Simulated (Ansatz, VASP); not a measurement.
# Tl2S: VASP beside Ansatz, part 2 of 2

Aim: how closely do two programs agree when they are given the same cell, functional and k mesh? The cell is generated by rule, not measured, and may not be a known phase. The cell is taken from a series of runs on this material, whose earlier steps may have relaxed, scaled, displaced or heated it; both programs get it as it stands.

VASP 6.6.1 and Ansatz 0.2.0.

So far: Starting point; Ansatz: zone-centre phonons, PBEsol; VASP: zone-centre phonons, PBEsol.

### 3. VASP: zone-centre phonons, PBEsol (continued)

Level of this step: PBEsol; plane waves and PAW (S, Tl_d); invented cell (VASP).

Numbers of over 12 decimals in the logs are rounded to 6 here.

Parts of OUTCAR (step 3):

```text
ion  position               nearest neighbor table
   1  0.500  0.000  0.716-   5 2.69   4 3.15   6 3.15   4 3.15   6 3.15   3 3.38   3 3.38   3 3.38
                             3 3.38
   2  0.000  0.500  0.284-   3 2.69   4 3.15   6 3.15   6 3.15   4 3.15   5 3.38   5 3.38   5 3.38
                             5 3.38
   3  0.000  0.500  0.653-   2 2.69   1 3.38   1 3.38   1 3.38   1 3.38   6 3.47   6 3.47   4 3.47
                             4 3.47   5 4.02   5 4.02   5 4.02   5 4.02
   4  0.500  0.500  0.000-   1 3.15   2 3.15   1 3.15   2 3.15   6 3.35   6 3.35   6 3.35   6 3.35
                             5 3.47   3 3.47   5 3.47   3 3.47
   5  0.500  0.000  0.347-   1 2.69   2 3.38   2 3.38   2 3.38   2 3.38   4 3.47   6 3.47   6 3.47
                             4 3.47   3 4.02   3 4.02   3 4.02   3 4.02
   6  0.000  0.000  0.000-   1 3.15   2 3.15   2 3.15   1 3.15   4 3.35   4 3.35   4 3.35   4 3.35
                             3 3.47   3 3.47   5 3.47   5 3.47

  LATTYP: Found a simple tetragonal cell.
 ALAT       =     4.7338939532
 C/A-ratio  =     1.5446234603

 Subroutine GETGRP returns: Found 16 space group operations
 (whereof  8 operations were pure point group operations)

The static configuration has the point symmetry D_2d.
 The point group associated with its full space group is D_4h.

 Found     60 irreducible k-points:

   k-points           NKPTS =     60   k-points in BZ     NKDIM =     60   number of bands    NBANDS=     39

   dimension x,y,z NGX =    36 NGY =   36 NGZ =   54
   dimension x,y,z NGXF=    72 NGYF=   72 NGZF=  108

   ENCUT  =  500.0 eV  36.75 Ry    6.06 a.u.   8.63  8.63 13.33*2*pi/ulx,y,z

   NELECT =      64.0000    total number of electrons

 k-points in reciprocal lattice and weights: Automatic mesh
   0.00000000  0.00000000  0.00000000       0.003
   0.12500000  0.00000000  0.00000000       0.010
   0.25000000  0.00000000  0.00000000       0.010
   0.37500000  0.00000000  0.00000000       0.010
   0.50000000  0.00000000  0.00000000       0.005
   0.12500000  0.12500000  0.00000000       0.010
   0.25000000  0.12500000  0.00000000       0.021
   0.37500000  0.12500000  0.00000000       0.021
   0.50000000  0.12500000  0.00000000       0.010
[...]
0.50000000  0.37500000  0.50000000       0.010
   0.50000000  0.50000000  0.50000000       0.003

 average (electrostatic) potential at core
       1 -85.8899       2 -85.8899       3 -83.7848       4 -84.0278       5 -83.7848
       6 -84.0278

 Eigenvectors and eigenvalues of the dynamical matrix
 ----------------------------------------------------

   1 f  =    5.801050 THz    36.449074 2PiTHz  193.502211 cm-1    23.991206 meV
             X         Y         Z           dx          dy          dz
      2.366947  0.000000  5.233127     0.000000    0.000000    0.678319
      0.000000  2.366947  2.078957     0.000000    0.000000   -0.678319
      0.000000  2.366947  4.773188    -0.000000   -0.000000    0.199709
      2.366947  2.366947  0.000000     0.000000    0.000000    0.000000
      2.366947  0.000000  2.538896     0.000000   -0.000000   -0.199709
      0.000000  0.000000  0.000000    -0.000000   -0.000000   -0.000000

   2 f  =    4.713197 THz    29.613891 2PiTHz  157.215335 cm-1    19.492209 meV
             X         Y         Z           dx          dy          dz
      2.366947  0.000000  5.233127     0.000000   -0.000000    0.622008
      0.000000  2.366947  2.078957    -0.000000    0.000000    0.622008
      0.000000  2.366947  4.773188    -0.000000    0.000000   -0.326602
      2.366947  2.366947  0.000000     0.000000    0.000000    0.080231
      2.366947  0.000000  2.538896     0.000000   -0.000000   -0.326602
      0.000000  0.000000  0.000000    -0.000000   -0.000000    0.080231

   3 f  =    2.696701 THz    16.943873 2PiTHz   89.952268 cm-1    11.152655 meV
             X         Y         Z           dx          dy          dz
      2.366947  0.000000  5.233127     0.418496    0.076370   -0.000000
      0.000000  2.366947  2.078957    -0.418496   -0.076370    0.000000
      0.000000  2.366947  4.773188    -0.013448   -0.002454   -0.000000
      2.366947  2.366947  0.000000     0.555487   -0.101369   -0.000000
      2.366947  0.000000  2.538896     0.013448    0.002454    0.000000
      0.000000  0.000000  0.000000    -0.555487    0.101369   -0.000000

   4 f  =    2.696701 THz    16.943873 2PiTHz   89.952268 cm-1    11.152655 meV
             X         Y         Z           dx          dy          dz
      2.366947  0.000000  5.233127    -0.076370    0.418496    0.000000
      0.000000  2.366947  2.078957     0.076370   -0.418496    0.000000
      0.000000  2.366947  4.773188     0.002454   -0.013448    0.000000
      2.366947  2.366947  0.000000    -0.101369   -0.555487   -0.000000
      2.366947  0.000000  2.538896    -0.002454    0.013448   -0.000000
      0.000000  0.000000  0.000000     0.101369    0.555487   -0.000000

   5 f  =    2.271320 THz    14.271122 2PiTHz   75.763068 cm-1     9.393419 meV
             X         Y         Z           dx          dy          dz
      2.366947  0.000000  5.233127     0.000000   -0.000000    0.277139
      0.000000  2.366947  2.078957     0.000000   -0.000000    0.277139
      0.000000  2.366947  4.773188    -0.000000    0.000000    0.402206
      2.366947  2.366947  0.000000    -0.000000    0.000000   -0.511297
      2.366947  0.000000  2.538896    -0.000000    0.000000    0.402206
      0.000000  0.000000  0.000000    -0.000000    0.000000   -0.511297

   6 f  =    2.220375 THz    13.951026 2PiTHz   74.063731 cm-1     9.182728 meV
             X         Y         Z           dx          dy          dz
      2.366947  0.000000  5.233127     0.576164    0.346875    0.000000
      0.000000  2.366947  2.078957     0.576164    0.346875   -0.000000
      0.000000  2.366947  4.773188    -0.047321   -0.028489   -0.000000
      2.366947  2.366947  0.000000    -0.181055   -0.109003    0.000000
      2.366947  0.000000  2.538896    -0.047321   -0.028489    0.000000
      0.000000  0.000000  0.000000    -0.181055   -0.109003    0.000000

   7 f  =    2.220375 THz    13.951026 2PiTHz   74.063731 cm-1     9.182728 meV
             X         Y         Z           dx          dy          dz
      2.366947  0.000000  5.233127     0.346875   -0.576164   -0.000000
      0.000000  2.366947  2.078957     0.346875   -0.576164   -0.000000
      0.000000  2.366947  4.773188    -0.028489    0.047321   -0.000000
      2.366947  2.366947  0.000000    -0.109003    0.181055    0.000000
      2.366947  0.000000  2.538896    -0.028489    0.047321   -0.000000
      0.000000  0.000000  0.000000    -0.109003    0.181055    0.000000

   8 f  =    1.994986 THz    12.534867 2PiTHz   66.545570 cm-1     8.250595 meV
             X         Y         Z           dx          dy          dz
      2.366947  0.000000  5.233127    -0.000000   -0.000000    0.199709
      0.000000  2.366947  2.078957    -0.000000   -0.000000   -0.199709
      0.000000  2.366947  4.773188    -0.000000    0.000000   -0.678319
      2.366947  2.366947  0.000000     0.000000   -0.000000    0.000000
      2.366947  0.000000  2.538896     0.000000    0.000000    0.678319
      0.000000  0.000000  0.000000     0.000000   -0.000000    0.000000

   9 f  =    1.492865 THz     9.379946 2PiTHz   49.796608 cm-1     6.173990 meV
             X         Y         Z           dx          dy          dz
      2.366947  0.000000  5.233127     0.110376    0.409346    0.000000
      0.000000  2.366947  2.078957    -0.110376   -0.409346   -0.000000
      0.000000  2.366947  4.773188     0.123612    0.458434   -0.000000
      2.366947  2.366947  0.000000    -0.080163    0.297297    0.000000
      2.366947  0.000000  2.538896    -0.123612   -0.458434    0.000000
      0.000000  0.000000  0.000000     0.080163   -0.297297   -0.000000

  10 f  =    1.492865 THz     9.379946 2PiTHz   49.796608 cm-1     6.173990 meV
             X         Y         Z           dx          dy          dz
      2.366947  0.000000  5.233127     0.409346   -0.110376    0.000000
      0.000000  2.366947  2.078957    -0.409346    0.110376   -0.000000
      0.000000  2.366947  4.773188     0.458434   -0.123612   -0.000000
      2.366947  2.366947  0.000000    -0.297297   -0.080163   -0.000000
      2.366947  0.000000  2.538896    -0.458434    0.123612    0.000000
      0.000000  0.000000  0.000000     0.297297    0.080163   -0.000000

  11 f  =    0.921268 THz     5.788495 2PiTHz   30.730177 cm-1     3.810055 meV
             X         Y         Z           dx          dy          dz
      2.366947  0.000000  5.233127    -0.094450    0.049767   -0.000000
      0.000000  2.366947  2.078957    -0.094450    0.049767    0.000000
      0.000000  2.366947  4.773188     0.454499   -0.239483    0.000000
      2.366947  2.366947  0.000000    -0.419352    0.220964    0.000000
      2.366947  0.000000  2.538896     0.454499   -0.239483    0.000000
      0.000000  0.000000  0.000000    -0.419352    0.220964    0.000000

  12 f  =    0.921268 THz     5.788495 2PiTHz   30.730177 cm-1     3.810055 meV
             X         Y         Z           dx          dy          dz
      2.366947  0.000000  5.233127    -0.049767   -0.094450   -0.000000
      0.000000  2.366947  2.078957    -0.049767   -0.094450    0.000000
      0.000000  2.366947  4.773188     0.239483    0.454499    0.000000
      2.366947  2.366947  0.000000    -0.220964   -0.419352    0.000000
      2.366947  0.000000  2.538896     0.239483    0.454499   -0.000000
      0.000000  0.000000  0.000000    -0.220964   -0.419352   -0.000000

  13 f  =    0.804434 THz     5.054410 2PiTHz   26.833042 cm-1     3.326872 meV
             X         Y         Z           dx          dy          dz
      2.366947  0.000000  5.233127    -0.000000    0.000000   -0.000000
      0.000000  2.366947  2.078957     0.000000   -0.000000   -0.000000
      0.000000  2.366947  4.773188    -0.000000   -0.000000   -0.000000
      2.366947  2.366947  0.000000     0.000000    0.000000    0.707107
      2.366947  0.000000  2.538896    -0.000000   -0.000000   -0.000000
      0.000000  0.000000  0.000000     0.000000    0.000000   -0.707107
    [... 43 further lines ...]
      2.366947  0.000000  2.538896     0.470695    0.107117    0.000000
      0.000000  0.000000  0.000000     0.468294    0.106570    0.000000

 ELASTIC MODULI CONTR FROM IONIC RELAXATION (kBar)
 Direction    XX          YY          ZZ          XY          YZ          ZX
 --------------------------------------------------------------------------------
 XX         -89.1232    -18.9050    -22.5914      0.0000      0.0000     -0.0000
 YY         -18.9050    -89.1232    -22.5914      0.0000     -0.0000     -0.0000
 ZZ         -22.5914    -22.5914   -140.9251      0.0000     -0.0000     -0.0000
 XY           0.0000      0.0000      0.0000      0.0000      0.0000      0.0000
 YZ           0.0000     -0.0000     -0.0000      0.0000    -29.1283      0.0000
 ZX          -0.0000     -0.0000     -0.0000      0.0000      0.0000     -4.4040
 --------------------------------------------------------------------------------
```

### 4. Comparison

Known differences besides the potentials themselves: the cutoff is 420 eV in Ansatz and 500 eV in VASP; Ansatz makes its cores anew for this functional, VASP keeps those of its PBE data sets. Total energies have different zeros and are not compared.

Compared:

| quantity | Ansatz | VASP | difference |
| --- | --- | --- | --- |
| optical mode 1 to 2 (cm⁻¹) | 16.2 | 19.5 | -3.3 |
| optical mode 3 (cm⁻¹) | 26.8 | 26.8 | 0.0 |
| optical mode 4 to 5 (cm⁻¹) | 30.4 | 30.7 | -0.3 |
| optical mode 6 to 7 (cm⁻¹) | 48.6 | 49.8 | -1.2 |
| optical mode 8 (cm⁻¹) | 66.4 | 66.5 | -0.17 % |
| optical mode 9 to 10 (cm⁻¹) | 72.8 | 74.1 | -1.72 % |
| optical mode 11 (cm⁻¹) | 75.6 | 75.8 | -0.22 % |
| optical mode 12 to 13 (cm⁻¹) | 89.0 | 90.0 | -1.05 % |
| optical mode 14 (cm⁻¹) | 156.8 | 157.2 | -0.23 % |
| optical mode 15 (cm⁻¹) | 193.7 | 193.5 | +0.08 % |

Modes are paired by rising frequency, not by their patterns, so a pair may set unlike modes beside each other; they are those without the splitting of longitudinal modes.

### 5. What came out

| Property | Result |
| --- | --- |
| r.m.s. difference of the optical zone-centre modes, each program's sorted by frequency (zone-centre phonons, PBEsol) | 1.4 cm⁻¹ |
| difference in optical mode 9 to 10 (zone-centre phonons, PBEsol) | -1.7 % |

The r.m.s. difference of the optical zone-centre modes, each program's sorted by frequency is 1.4 cm⁻¹ (zone-centre phonons, PBEsol). Among the rows given in per cent, the largest difference of the zone-centre phonons, PBEsol pair is in optical mode 9 to 10, -1.7 %. How closely two codes agree says nothing of how well the functional describes the real material.

[Lines on the potential files, build, host, timing and source positions are cut from VASP's logs without a mark.]

[Logs are printed without paths, hosts, clocks, repeated set-up lines and the standing remarks that a program may print on its own settings, such as how far it seeks lower states.]

[Hosts, paths, dates, database ids (printed as entryN), source tags and the programs' standing remarks are cut or masked in the printed files.]
